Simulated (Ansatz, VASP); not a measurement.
**Mo7W47 (random alloy of the bcc Mo-W line, x = 0.8704): VASP beside Ansatz**

One calculation is typed for both programs; each brings its own data sets. How far apart do they land? The cell is taken from a series of runs on this material, whose earlier steps may have relaxed, scaled, displaced or heated it; both programs get it as it stands.

Method: plane waves, with VASP 6.6.1 beside it; single point at PBE, in Ansatz 0.2.0.

### Step 1. The starting structure

The cell holds 54 atoms: 47 W and 7 Mo. Cell: a = 9.540 Å, b = 9.540 Å, c = 9.541 Å, α = 90.0°, β = 90.0°, γ = 90.0°. It derives from Mo (bcc Mo-W), repeated 3×3×3. Bcc Mo-W: 54 atoms, 47 of 54 Mo sites given to W at random, cell and internal coordinates interpolated linearly between the end members (Vegard's rule); (so at first; earlier steps may have moved the atoms), displaced by a Gaussian of 0.02 A. Lattice constants are starting values near those of PBE.

### Step 2. VASP: single point, PBE

With cell and atoms fixed, the geometry can't cause a difference; cores, projectors, grids and the points listed under the comparison can.

Lines of VASP's logs that name or quote its potential files are left out, and so is its time.

INCAR reads:

```
SYSTEM = Mo7W47
PREC = Accurate
ENCUT = 600
EDIFF = 1E-06
NELM = 120
ISMEAR = -1
SIGMA = 0.1
LREAL = Auto
ALGO = Normal
GGA = PE
NBANDS = 232
LASPH = .TRUE.
LORBIT = 11
LWAVE = .FALSE.
LCHARG = .FALSE.
ISIF = 2
GGA_COMPAT = .FALSE.
KPAR = 8
```

POSCAR reads:

```
Mo7W47
1.0
    9.5395800000      0.0006900000     -0.0000300000
    0.0006900000      9.5399000000      0.0000200000
   -0.0000300000      0.0000200000      9.5411600000
W Mo
47 7
Direct
    0.0001000000      0.0001400000      0.9998100000
    0.1668900000      0.1666800000      0.1668700000
    0.0001000000      0.0001600000      0.3336700000
    0.1666800000      0.1666800000      0.5001700000
    0.1665100000      0.1668300000      0.8330900000
    0.0001000000      0.3335000000      0.9998200000
    0.1667300000      0.5002300000      0.1667400000
    0.0001300000      0.3334700000      0.3336900000
    0.1666800000      0.5004000000      0.5004400000
    0.1666800000      0.5003700000      0.8329400000
    0.0001300000      0.6669700000      0.9997800000
    0.1668900000      0.8336800000      0.1669100000
    0.0001700000      0.6669700000      0.3336800000
    0.1667800000      0.8335300000      0.5003100000
    0.1666900000      0.8334100000      0.8329400000
    0.3333300000      0.0001300000      0.9998500000
    0.4999300000      0.1666800000      0.1669000000
    0.5000700000      0.1665600000      0.5000800000
    0.3334100000      0.0000200000      0.6665200000
    0.5001900000      0.1666700000      0.8331500000
    0.3333300000      0.3335000000      0.9998800000
    0.5000900000      0.5002700000      0.1667800000
    0.3333000000      0.3335000000      0.3336400000
    0.4999300000      0.5003800000      0.5002100000
    0.3332800000      0.3334600000      0.6666500000
    0.4999100000      0.5003900000      0.8331700000
    0.3333000000      0.6669900000      0.9999000000
    0.4999400000      0.8336700000      0.1669000000
    0.3334200000      0.6671100000      0.3337600000
    0.5000600000      0.8335400000      0.8330500000
    0.6667600000      0.0001600000      0.9999000000
    0.8334100000      0.1668400000      0.1667400000
    0.6666500000      0.0000200000      0.3337600000
    0.8334500000      0.1666700000      0.5004400000
    0.8334700000      0.1666600000      0.8329400000
    0.6667800000      0.3334800000      0.9998400000
    0.8333600000      0.5002600000      0.1667800000
    0.6667700000      0.3334300000      0.3336300000
    0.8335800000      0.5002700000      0.5002700000
    0.6668200000      0.3335200000      0.6666800000
    0.8336200000      0.5002300000      0.8330900000
    0.6667600000      0.6669700000      0.9998100000
    0.8333700000      0.8335100000      0.1667900000
    0.6666300000      0.6671100000      0.3337800000
    0.8334900000      0.8336700000      0.5004400000
    0.6667000000      0.6671000000      0.6665500000
    0.8334500000      0.8336900000      0.8329600000
    0.0000800000      0.0001400000      0.6666600000
    0.0001100000      0.3335000000      0.6666600000
    0.0001400000      0.6669600000      0.6666700000
    0.3333900000      0.0000800000      0.3337200000
    0.5000000000      0.8336000000      0.5001400000
    0.3332700000      0.6670600000      0.6666100000
    0.6667900000      0.0000800000      0.6666000000
```

KPOINTS reads:

```
Automatic mesh
0
Gamma
2 2 2
0 0 0
```

Potentials, in the order of the species: W and Mo_sv (PBE family, release 64).

On the command line:

```
mpirun -np 8 vasp_std
```

Numbers of over 12 decimals in the logs are rounded to 6 here.

Log:

```text
[banner, memory and clock lines left out]
running    8 mpi-ranks, on    1 nodes
[...]
|                                                                             |
|           W    W    AA    RRRRR   N    N  II  N    N   GGGG   !!!           |
|           W    W   A  A   R    R  NN   N  II  NN   N  G    G  !!!           |
|           W    W  A    A  R    R  N N  N  II  N N  N  G       !!!           |
|           W WW W  AAAAAA  RRRRR   N  N N  II  N  N N  G  GGG   !            |
|           WW  WW  A    A  R   R   N   NN  II  N   NN  G    G                |
|           W    W  A    A  R    R  N    N  II  N    N   GGGG   !!!           |
|                                                                             |
|     For optimal performance we recommend to set                             |
|       NCORE = 2 up to number-of-cores-per-socket                            |
|     NCORE specifies how many cores store one orbital (NPAR=cpu/NCORE).      |
|     This setting can greatly improve the performance of VASP for DFT.       |
|     The default, NCORE=1 might be grossly inefficient on modern             |
|     multi-core architectures or massively parallel machines. Do your        |
|     Unfortunately you need to use the default for GW and RPA                |
|     calculations (for HF NCORE is supported but not extensively tested      |
|     yet).                                                                   |
|                                                                             |

 LDA part: xc-table for (Slater+PW92), standard interpolation
 POSCAR, INCAR and KPOINTS ok, starting setup
[...]
entering main loop
       N       E                     dE             d eps       ncg     rms          rms(c)
DAV:   1     0.267350585675E+04    0.26735E+04   -0.20072E+05  3952   0.171E+03
DAV:   2    -0.361508992230E+03   -0.30350E+04   -0.28948E+04  3976   0.464E+02
DAV:   3    -0.705220680171E+03   -0.34371E+03   -0.32765E+03  5768   0.101E+02
DAV:   4    -0.725372283373E+03   -0.20152E+02   -0.19558E+02  4936   0.219E+01
[...]
DAV:  16    -0.689644646299E+03    0.76482E-05   -0.91671E-06  4568   0.713E-03    0.747E-03
DAV:  17    -0.689644644258E+03    0.20415E-05   -0.18851E-06  2840   0.373E-03    0.475E-03
DAV:  18    -0.689644643481E+03    0.77710E-06   -0.70016E-07  2624   0.200E-03
   1 F= -.68964464E+03 E0= -.68928295E+03  d E =-.723396E+00
```

OUTCAR, selected parts (step 2):

```text
  Total      -15.4720656    -15.5636366    -15.5552207     -0.1169014      0.0139968     -0.0212928
  in kB      -28.5485877    -28.7175517    -28.7020228     -0.2157030      0.0258265     -0.0392888
  external PRESSURE =     -28.6560541 kB  Pullay stress =       0.0000000 kB

 POSITION                                       TOTAL-FORCE (eV/Angst)
 -----------------------------------------------------------------------------------
      0.00092      0.00136      9.53935         0.001412     -0.002049      0.011763
      1.59217      1.59023      1.59213        -0.024423      0.027614     -0.026511
      0.00094      0.00153      3.18360        -0.006457      0.000152     -0.012531
      1.59016      1.59024      4.77220         0.026870      0.030054     -0.028074
      1.58853      1.59167      7.94864         0.057773      0.000845      0.056890
      0.00115      3.18158      9.53945         0.000205     -0.000451      0.011635
      1.59087      4.77226      1.59090         0.000847      0.000475      0.000539
      0.00146      3.18128      3.18380        -0.001842      0.001779     -0.009268
      1.59039      4.77389      4.77478         0.026446     -0.031016     -0.083002
      1.59038      4.77361      7.94722         0.030772     -0.026697      0.082940
      0.00167      6.36285      9.53907        -0.002003      0.002814      0.014284
      1.59263      7.95334      1.59253        -0.029098     -0.026740     -0.030505
      0.00207      6.36283      3.18371        -0.004725     -0.000947     -0.012984
      1.59157      7.95192      4.77355        -0.008141      0.000094     -0.057031
[...]
-----------------------------------------------------------------------------------
    total drift:                               -0.000697     -0.002446     -0.000217

  FREE ENERGIE OF THE ION-ELECTRON SYSTEM (eV)
  ---------------------------------------------------
  free  energy   TOTEN  =      -689.6446434805 eV

  energy  without entropy=     -688.9212469818  energy(sigma->0) =     -689.28294523

[... 1 further part left out ...]
```

The data set W keeps the semicore shell frozen, which is cheaper and a little less accurate.

### Step 3. Ansatz: single point, PBE

Ansatz runs on its default PAW (the set named soft_2) files.

The same cell, functional, mesh and smearing now go to Ansatz, which takes its cutoff from its data sets.

input.yaml reads:

```yaml
crystal:
  lattice:
    - [9.53958, 0.00069, -3.0e-05]
    - [0.00069, 9.5399, 2.0e-05]
    - [-3.0e-05, 2.0e-05, 9.54116]
  atoms:
    - { symbol: W, position: [0.0001, 0.00014, 0.99981] }
    - { symbol: W, position: [0.16689, 0.16668, 0.16687] }
    - { symbol: W, position: [0.0001, 0.00016, 0.33367] }
    - { symbol: W, position: [0.16668, 0.16668, 0.50017] }
    - { symbol: Mo, position: [8.0e-05, 0.00014, 0.66666] }
    - { symbol: W, position: [0.16651, 0.16683, 0.83309] }
    - { symbol: W, position: [0.0001, 0.3335, 0.99982] }
    - { symbol: W, position: [0.16673, 0.50023, 0.16674] }
    - { symbol: W, position: [0.00013, 0.33347, 0.33369] }
    - { symbol: W, position: [0.16668, 0.5004, 0.50044] }
    - { symbol: Mo, position: [0.00011, 0.3335, 0.66666] }
    - { symbol: W, position: [0.16668, 0.50037, 0.83294] }
    - { symbol: W, position: [0.00013, 0.66697, 0.99978] }
    - { symbol: W, position: [0.16689, 0.83368, 0.16691] }
    - { symbol: W, position: [0.00017, 0.66697, 0.33368] }
    - { symbol: W, position: [0.16678, 0.83353, 0.50031] }
    - { symbol: Mo, position: [0.00014, 0.66696, 0.66667] }
    - { symbol: W, position: [0.16669, 0.83341, 0.83294] }
    - { symbol: W, position: [0.33333, 0.00013, 0.99985] }
    - { symbol: W, position: [0.49993, 0.16668, 0.1669] }
    - { symbol: Mo, position: [0.33339, 8.0e-05, 0.33372] }
    - { symbol: W, position: [0.50007, 0.16656, 0.50008] }
    - { symbol: W, position: [0.33341, 2.0e-05, 0.66652] }
    - { symbol: W, position: [0.50019, 0.16667, 0.83315] }
    - { symbol: W, position: [0.33333, 0.3335, 0.99988] }
    - { symbol: W, position: [0.50009, 0.50027, 0.16678] }
    - { symbol: W, position: [0.3333, 0.3335, 0.33364] }
    - { symbol: W, position: [0.49993, 0.50038, 0.50021] }
    - { symbol: W, position: [0.33328, 0.33346, 0.66665] }
    - { symbol: W, position: [0.49991, 0.50039, 0.83317] }
    - { symbol: W, position: [0.3333, 0.66699, 0.9999] }
    - { symbol: W, position: [0.49994, 0.83367, 0.1669] }
    - { symbol: W, position: [0.33342, 0.66711, 0.33376] }
    - { symbol: Mo, position: [0.5, 0.8336, 0.50014] }
    - { symbol: Mo, position: [0.33327, 0.66706, 0.66661] }
    - { symbol: W, position: [0.50006, 0.83354, 0.83305] }
    - { symbol: W, position: [0.66676, 0.00016, 0.9999] }
    - { symbol: W, position: [0.83341, 0.16684, 0.16674] }
    - { symbol: W, position: [0.66665, 2.0e-05, 0.33376] }
    - { symbol: W, position: [0.83345, 0.16667, 0.50044] }
    - { symbol: Mo, position: [0.66679, 8.0e-05, 0.6666] }
    - { symbol: W, position: [0.83347, 0.16666, 0.83294] }
    - { symbol: W, position: [0.66678, 0.33348, 0.99984] }
    - { symbol: W, position: [0.83336, 0.50026, 0.16678] }
    - { symbol: W, position: [0.66677, 0.33343, 0.33363] }
    - { symbol: W, position: [0.83358, 0.50027, 0.50027] }
    - { symbol: W, position: [0.66682, 0.33352, 0.66668] }
    - { symbol: W, position: [0.83362, 0.50023, 0.83309] }
    - { symbol: W, position: [0.66676, 0.66697, 0.99981] }
    - { symbol: W, position: [0.83337, 0.83351, 0.16679] }
    - { symbol: W, position: [0.66663, 0.66711, 0.33378] }
    - { symbol: W, position: [0.83349, 0.83367, 0.50044] }
    - { symbol: W, position: [0.6667, 0.6671, 0.66655] }
    - { symbol: W, position: [0.83345, 0.83369, 0.83296] }
kpoints:
  mp_grid: { grid: [2, 2, 2] }
hamiltonian:
  xc: pbe
scf:
  occupations: { method: fermi_dirac, width: 0.1 }
output:
  forces: true
  stress: true
  populations: true
  dos:
    method: { smearing: { sigma: 0.08 } }
    de: 0.05
    projected: { site_lists: { Mo: [Mo], W: [W] } }
  eigenvalues: true
  write_density: true
  write_potential: true
  volumetric_format: npy
```

On the command line:

```
ansatz run input.yaml --threads 6 --pin off --max-ram 76800MiB --backend cuda --events-out ev --progress --plain --runs-dir out
```

Log:

```text
Engine: ansatz 0.2.0, x86_64-unknown-linux-gnu
Pseudopotentials: kind: paw
Pseudopotential: W, paw, valence charge 14, recommended cutoff 420 eV (normal), W.paw.azcp
Pseudopotential: Mo, paw, valence charge 14, recommended cutoff 420 eV (normal), Mo.paw.azcp
Functional definition: PBE
  parameter kappa = 0.804
  parameter beta = 0.066725
  exchange = pbe_x(kappa = kappa, mu = beta*pi^2/3)
  correlation = pbe_c(beta = beta)
concurrent solve slots: 4 of 6 are kept, ahead of what memory takes: no pass of the eigensolver takes more rounds on 4
device memory: the entry about to start is reckoned to put 14.6 GiB on a device that reports 58.2 GiB free
GPU FFT provider: cuFFT
GPU libraries: cuBLAS 13.8.2, cuFFT 12.4.0, cuSOLVER 12.3.4
Crystal: 54 atoms, lattice volume = 868.309 Å³
Basis set: ecut = 420 eV, 17071 PW (Γ), exchange–correlation on 128×128×128 points (8 copies of the dense FFT grid, shifted against one another)
Bands: 454, of which v1, the nominal top of the filled ones, is band 378 counted from 1 (377 counted from 0)
Symmetry: 1 space group operations
Space group: P1 (ITA 1), of the structure as read, at distance tolerance 9.5e-5 Å
k-points: 8
Non-local potential: W, projectors of the file, l = 0: 3, l = 1: 2, l = 2: 2, l = 3: 1
Non-local potential: Mo, projectors of the file, l = 0: 3, l = 1: 2, l = 2: 2, l = 3: 1
PAW form: soft (Blöchl's): semilocal exchange-correlation on the pseudo side does not see the compensation charge
PAW one-centre angular grid: W, 590 points (default); XC on 64 Gauss nodes
PAW one-centre angular grid: Mo, 590 points (default); XC on 64 Gauss nodes
Initial density: superposition of atomic densities (neutral atoms: chi_scale 0, normalization atom), corrected by the library's trained network
Initial wavefunctions: pseudopotential atomic-orbital guess
GPU buffer pool allocated for 262144 grid points (all kernels)
GPU transforms: local potential and band sums: pruned to the plane-wave sphere, on 64×64×64
Functional: x = pbe(κ = 0.804, μ = 0.219515), c = pbe(β = 0.066725)
SCF iter   1: F=—  HF=-522780.015398 eV  |F-HF|=—  |Δ(HF+E_count)|=         —  Δρ=2.49e-3  dr2=1.67e-1  ethr=1.77e-3  ⟨swp⟩=4.1  Hψ=13219  notcnv=0
preconditioner: auto → Kerker (q_TF=auto, 2.666 Å⁻¹)  [metal: Δε(μ)=0.001 eV  Ē_g=4.960 eV  σ=0.100 eV  W_gap=0.00  n_scr=256 (ndim 8)  ℏωp=22.7 eV  f_vac=0.000  D(μ)=21.73/eV (n_scr^D=146)]
SCF iter   2: F=—  HF=-522780.002789 eV  |F-HF|=—  |Δ(HF+E_count)|=   1.26e-2  Δρ=1.41e-3  dr2=5.92e-2  ethr=2.22e-5  ⟨swp⟩=1.0  Hψ=4184  notcnv=0
SCF iter   3: F=—  HF=-522780.004400 eV  |F-HF|=—  |Δ(HF+E_count)|=   1.61e-3  Δρ=1.67e-4  dr2=6.79e-4  ethr=7.83e-6  ⟨swp⟩=2.0  Hψ=3978  notcnv=0
SCF iter   4: F=—  HF=-522779.999953 eV  |F-HF|=—  |Δ(HF+E_count)|=   4.45e-3  Δρ=4.03e-5  dr2=1.29e-4  ethr=8.98e-8  ⟨swp⟩=2.0  Hψ=4845  notcnv=0
SCF iter   5: F=—  HF=-522779.999950 eV  |F-HF|=—  |Δ(HF+E_count)|=   3.67e-6  Δρ=1.40e-5  dr2=3.50e-6  ethr=1.71e-8  ⟨swp⟩=2.0  Hψ=3864  notcnv=0
SCF iter   6: F=—  HF=-522780.006160 eV  |F-HF|=—  |Δ(HF+E_count)|=   6.21e-3  Δρ=3.11e-6  dr2=1.44e-7  ethr=4.62e-10  ⟨swp⟩=2.5  Hψ=6335  notcnv=0
SCF iter   7: F=-522780.006160 eV  HF=-522780.006160 eV  |F-HF|=9.90e-10  |Δ(HF+E_count)|=   1.78e-8  Δρ=4.42e-7  dr2=1.89e-9  ethr=1.32e-11  ⟨swp⟩=13.4  Hψ=32653  notcnv=0
SCF 1 converged in 7 iterations: F = -522780.006160 eV  dr2 = 1.89e-9
  greatest PAW one-centre occupation: 1.000 electrons in one spin orbital (limit 2), on the W atom at site 15 (counted from 0), in its partial waves of l = 0
SCF converged after 7 iterations
Free energy (F): -522780.006160 eV
Harris-Foulkes:  -522780.006160 eV  (|F-HF|=9.90e-10)
Internal energy: -522779.265316 eV  (E = F + TS)
E sigma→0 (E₀):  -522779.635738 eV
Entropy (-TS):   -0.740844 eV (-13.719 meV/atom)
Fermi energy:    22.024221 eV
--- Per-component energies (eV) ---
  E_band       = -4503.227666
  E_kinetic    = 24210.591171
  E_local      = -34229.228541  (includes V_loc(G=0)·N_el)
  E_nonlocal   = 1011.478074
  E_hartree    = 12099.054163
  E_xc         = -13825.611593
  E_vxc        = -12819.699592  (∫ρ·V_xc dr)
  E_paw        = -424840.270419  (= ΣΔE_a)
  E_vpaw       = -6874.473790  (= ΣTr[D̂ρ^β])
  E_aug_tail   = -0.002650  (compensation charges beyond the density's cutoff)
  E_ewald      = -87205.275519
  E_smearing   = -0.740844  (= −TS)
  E_closure    = 0.000000  (closes the sum)
  Σ components = -522780.006160   (vs F -522780.006160, Δ=0.00e0)
--- Forces (eV/Å), atoms counted from 1 ---
  atom   1  W      0.00063473    -0.00042668     0.00024365
  atom   2  W      0.00120792     0.00038269     0.00013090
  atom   3  W      0.00019731     0.00047588     0.00081446
  atom   4  W      0.00074267    -0.00055644     0.00102820
  atom   5  Mo     0.00034365    -0.00033697    -0.00126091
  atom   6  W      0.00143421    -0.00004717     0.00019403
[...]
k-point 7: bands = [... 374 lower, 21.8427, 21.8508, 21.8879, 21.9126, 22.6649, 22.6764, 22.6937, 22.7078, ... 72 higher]
--- Löwdin populations: 54 sites ---
  site symbol       q [e]
     0      W     13.8523
     1      W     13.8366
     2      W     13.8528
     3      W     13.7966
     4     Mo     14.0991
     5      W     13.8174
     6      W     13.8527
     7      W     13.8564
     8      W     13.8529
     9      W     13.7968
    10     Mo     14.0990
    11      W     13.7972
    12      W     13.8529
    13      W     13.8362
    14      W     13.8525
    15      W     13.7770
    16     Mo     14.0998
    17      W     13.7967
    18      W     13.8533
    19      W     13.8352
    20     Mo     14.0798
    21      W     13.8163
    22      W     13.8322
    23      W     13.8364
[...]
46      W     13.8529
    47      W     13.8165
    48      W     13.8534
    49      W     13.8565
    50      W     13.8323
    51      W     13.7971
    52      W     13.8327
    53      W     13.7966
  spilling = 0.009572 (of n_electrons = 756.000000)
```

The column dr2 measures how far the density is from self-consistency, as an energy; F and HF (Harris–Foulkes) agree once it is small.

### Step 4. Side by side

Known differences besides the potentials themselves: the data sets hold 756 valence electrons in Ansatz (on its default PAW (the set named soft_2) files) and 380 in VASP; the cutoff is 420 eV in Ansatz and 600 eV in VASP (PREC = Accurate, projectors in real space). Total energies have different zeros and are not compared.

Compared:

| quantity | Ansatz | VASP | difference |
| --- | --- | --- | --- |
| pressure (GPa) | 0.00 | -2.87 | +2.87 |

Forces on 7 of the 54 atoms, those with the largest forces and the largest differences (eV/Å; atoms numbered as in POSCAR):

| atom | Ansatz x, y, z | VASP x, y, z |
| --- | --- | --- |
| W9 | 0.000, -0.001, 0.000 | 0.026, -0.031, -0.083 |
| W10 | 0.001, 0.001, 0.000 | 0.031, -0.027, 0.083 |
| W15 | -0.001, 0.000, -0.001 | 0.026, 0.027, 0.087 |
| W34 | 0.001, 0.000, 0.000 | -0.026, 0.032, -0.083 |
| W35 | 0.000, 0.001, 0.000 | -0.030, 0.028, 0.084 |
| W45 | 0.000, 0.000, -0.001 | -0.020, -0.029, -0.085 |
| W47 | 0.000, 0.000, -0.001 | -0.027, -0.028, 0.086 |

The forces differ by 29 meV/Å r.m.s., where the r.m.s. force is 0.001 eV/Å in Ansatz and 0.029 eV/Å in VASP: the atoms lie near their places of rest in Ansatz, so a percentage would say little (all taken over all components).

### Step 5. Results

* r.m.s. force difference (single point, PBE): 29 meV/Å
* difference in pressure (single point, PBE): 2.9 GPa

The difference in pressure is 2.9 GPa (single point, PBE), beyond the 1 GPa picked in this series as the mark of a large difference. The data sets hold unlike numbers of valence electrons (756 in Ansatz and 380 in VASP), so part of the differences comes from the potentials. By the marks of this series, far apart in the single point, PBE pair: the r.m.s. force difference, 29 meV/Å and the difference in pressure, 2.9 GPa. What causes the difference of the single point, PBE pair stays open here. Such differences can come from data sets, numerical settings and the points named under the comparisons, not from the functional's error against experiment.

[Lines on the potential files, build, host, timing and source positions are cut from VASP's logs without a mark.]

[Logs are printed without paths, hosts, clocks, repeated set-up lines and the standing remarks that a program may print on its own settings, such as how far it seeks lower states.]

[Hosts, paths, dates, database ids (printed as entryN), source tags and the programs' standing remarks are cut or masked in the printed files.]
